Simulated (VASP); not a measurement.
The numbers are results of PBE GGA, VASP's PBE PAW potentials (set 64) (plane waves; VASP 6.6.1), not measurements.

VASP ran on this input.

INCAR:
```
! general
SYSTEM  = ZrC
PREC    = Accurate
ENCUT   = 520   ! plane-wave cut-off (eV)
LREAL   = .False.
LASPH   = .True.

! electronic loop
EDIFF   = 1E-6   ! SCF stop (eV)
NELM    = 100   ! most electronic steps
ALGO    = Normal
LMAXMIX = 4   ! l cut-off of mixed one-centre charges

! smearing
ISMEAR  = 1
SIGMA   = 0.1

! functional
GGA     = PE   ! PBE

! ions
ISIF    = 2

! output
LWAVE   = .False.
LCHARG  = .False.
```

POSCAR:
```
ZrC
1
    0.0000000000     2.3970000000     2.3970000000
    2.3970000000     0.0000000000     2.3970000000
    2.3970000000     2.3970000000     0.0000000000
Zr C
1 1
Direct
  0.0000000000   0.0000000000   0.0000000000
  0.5000000000   0.5000000000   0.5000000000
```

KPOINTS:
```
Automatic mesh
0
Gamma
12 12 12
0 0 0
```

POTCAR, in this order: Zr_sv C (PBE.64 set). Program: vasp_std.

Output of the run:

OSZICAR:
```
       N       E                     dE             d eps       ncg     rms          rms(c)
DAV:   1     0.106771985721E+03    0.10677E+03   -0.88626E+03  1728   0.134E+03
DAV:   2    -0.170731170964E+02   -0.12385E+03   -0.11682E+03  2020   0.329E+02
DAV:   3    -0.227354578328E+02   -0.56623E+01   -0.55557E+01  2580   0.632E+01
DAV:   4    -0.229639106567E+02   -0.22845E+00   -0.22828E+00  2268   0.120E+01
DAV:   5    -0.229692919239E+02   -0.53813E-02   -0.53810E-02  2488   0.165E+00    0.189E+01
DAV:   6    -0.196014653012E+02    0.33678E+01   -0.17814E+01  1940   0.283E+01    0.706E+00
DAV:   7    -0.194298781755E+02    0.17159E+00   -0.94469E-01  2036   0.753E+00    0.513E+00
DAV:   8    -0.194168386426E+02    0.13040E-01   -0.16156E-01  1836   0.376E+00    0.124E+00
DAV:   9    -0.194132647442E+02    0.35739E-02   -0.30633E-02  2196   0.121E+00    0.443E-01
DAV:  10    -0.194136298485E+02   -0.36510E-03   -0.20595E-03  2032   0.580E-01    0.311E-01
DAV:  11    -0.194134403899E+02    0.18946E-03   -0.73379E-04  1924   0.217E-01    0.176E-02
DAV:  12    -0.194134398451E+02    0.54475E-06   -0.13350E-05  2536   0.386E-02    0.109E-02
DAV:  13    -0.194134394590E+02    0.38612E-06   -0.54692E-07  1112   0.705E-03
   1 F= -.19413439E+02 E0= -.19413405E+02  d E =-.102876E-03
```

OUTCAR:
```
------------------------ aborting loop because EDIFF is reached ----------------------------------------
  FORCE on cell =-STRESS in cart. coord.  units (eV):
  Direction    XX          YY          ZZ          XY          YZ          ZX
  --------------------------------------------------------------------------------------
  Total       -1.7979175     -1.7979175     -1.7979175     -0.0000000      0.0000000     -0.0000000
  in kB     -104.5794237   -104.5794237   -104.5794237     -0.0000000      0.0000000     -0.0000000
  external PRESSURE =    -104.5794237 kB  Pullay stress =       0.0000000 kB
  volume of cell :       27.54
      direct lattice vectors                 reciprocal lattice vectors
     0.000000000  2.397000000  2.397000000    -0.208594076  0.208594076  0.208594076
     2.397000000  0.000000000  2.397000000     0.208594076 -0.208594076  0.208594076
     2.397000000  2.397000000  0.000000000     0.208594076  0.208594076 -0.208594076
 POSITION                                       TOTAL-FORCE (eV/Angst)
 -----------------------------------------------------------------------------------
      0.00000      0.00000      0.00000         0.000000     -0.000000     -0.000000
      2.39700      2.39700      2.39700        -0.000000      0.000000      0.000000
 -----------------------------------------------------------------------------------
    total drift:                                0.000000      0.000000      0.000000
  FREE ENERGIE OF THE ION-ELECTRON SYSTEM (eV)
  ---------------------------------------------------
  free  energy   TOTEN  =       -19.4134394590 eV

  energy  without entropy=      -19.4133365832  energy(sigma->0) =      -19.41340517
```
(Selected blocks of OUTCAR.)

The compound is ZrC in the rock salt structure. The cell was not relaxed at this level.
